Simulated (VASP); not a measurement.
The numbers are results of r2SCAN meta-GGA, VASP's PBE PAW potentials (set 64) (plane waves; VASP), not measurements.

VASP input:

### KPOINTS
```
K-points
0
gamma
10 10 10
0 0 0
```

POSCAR:
```
CoAl
1
    0.0000000000     2.8521100000     2.8521100000
    2.8521100000     0.0000000000     2.8521100000
    2.8521100000     2.8521100000     0.0000000000
Co Al
1 1
Direct
  0.0000000000   0.0000000000   0.0000000000
  0.2500000000   0.2500000000   0.2500000000
```

### INCAR
```
LWAVE  =  F
NELM  =  100
SIGMA  =  0.1   # width (eV)
METAGGA  =  R2SCAN
LASPH  =  T
ISPIN  =  2
ALGO  =  Normal   # blocked Davidson
LMIXTAU  =  T
IBRION  =  2   # conjugate gradients
MAGMOM  =  3.0 0.0
SYSTEM  =  CoAl
ISMEAR  =  1   # Methfessel-Paxton
LREAL  =  F   # projection in real space or not
ISIF  =  3   # ions, shape and volume
LMAXMIX  =  4   # l cut-off of mixed one-centre charges
NSW  =  60
ENCUT  =  400   # plane-wave cut-off (eV)
EDIFF  =  1E-6   # SCF stop (eV)
LCHARG  =  F
PREC  =  Accurate
EDIFFG  =  -0.01
LORBIT  =  10
```

POTCAR, in this order: Co Al (PBE.64 set). Program: vasp_std.

**Question.** What will the output report for the number of irreducible k-points (NKPTS), number of bands (NBANDS), largest plane-wave count, number of space-group operations, FFT grid (NGX, NGY, NGZ)?

**Answer.** 
```json
{
  "number of irreducible k-points (NKPTS)": "47",
  "number of bands (NBANDS)": "12",
  "largest_plane_wave_count": "869",
  "number_of_space_group_operations": "24",
  "FFT grid (NGX, NGY, NGZ)": "28 × 28 × 28"
}
```

The structure was generated: CoAl was put into the zinc blende type (F-43m), which need not be its known phase. This run relaxes it. Symmetry was kept, so distortions that lower it aren't found.
